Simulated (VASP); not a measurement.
The system is NiH3.

```
CELL_PARAMETERS angstrom
5.10811 0.00000 0.00000
-2.55405 4.42375 0.00000
0.00000 0.00000 2.34043
ATOMIC_POSITIONS crystal
Ni 0.33333 0.66667 0.75000
Ni 0.66667 0.33333 0.25000
H 0.20955 0.41910 0.25000
H 0.20955 0.79045 0.25000
H 0.58090 0.79045 0.25000
H 0.79045 0.58090 0.75000
H 0.79045 0.20955 0.75000
H 0.41910 0.20955 0.75000
```

The cell comes from a database or a generator and needn't be the stable form of this composition.

```yaml
Program: VASP 6.6.1
Task: single point
Functional: PBE
Potentials_or_basis: VASP PAW PBE potentials, release 64 (Ni, H)
Cutoff: 520 eV
k_mesh: 6 × 6 × 11
Occupations: fermi-dirac, width 0.05 eV
Spin: collinear spin, ferromagnetic start
Starting_moments: "[1.0, 1.0, 0.0, 0.0, 0.0, 0.0, 0.0, 0.0] μB"
```

On this cell: pressure 5.9 GPa; largest force 0.291 eV/Å; net moment 0.00 μB per cell; band gap on the k mesh none (metal or under the smearing width).

The same run follows on a disturbed copy (atoms moved at random, drawn with an rms of 0.05 Å):

```
CELL_PARAMETERS angstrom
5.10811 0.00000 0.00000
-2.55405 4.42375 0.00000
0.00000 0.00000 2.34043
ATOMIC_POSITIONS crystal
Ni 0.32969 0.66795 0.74910
Ni 0.66751 0.34675 0.25101
H 0.20764 0.41908 0.22715
H 0.21941 0.80264 0.25076
H 0.59043 0.79347 0.26144
H 0.79091 0.57169 0.75832
H 0.78470 0.21488 0.77782
H 0.41265 0.20054 0.75531
```

Task: What changes?

Result: The energy (extrapolated to zero smearing) moves by +10.1 meV/atom; pressure 6.4 GPa; largest force 1.171 eV/Å; net moment 0.00 μB per cell; band gap on the k mesh none (metal or under the smearing width).

Forces on the atoms (eV/Å):
```
Ni   0.494  0.032 -0.089
Ni  -0.275 -0.874  0.289
H   -0.032 -0.270  0.281
H   -0.286  0.124 -0.034
H   -0.114 -0.074 -0.126
H    0.027  1.168 -0.074
H    0.271 -0.150 -0.261
H   -0.085  0.044  0.014
```

Stress tensor (GPa, compression positive):
```
 3.82 -0.55 -0.97
-0.55  8.67 -0.94
-0.97 -0.94  6.69
```
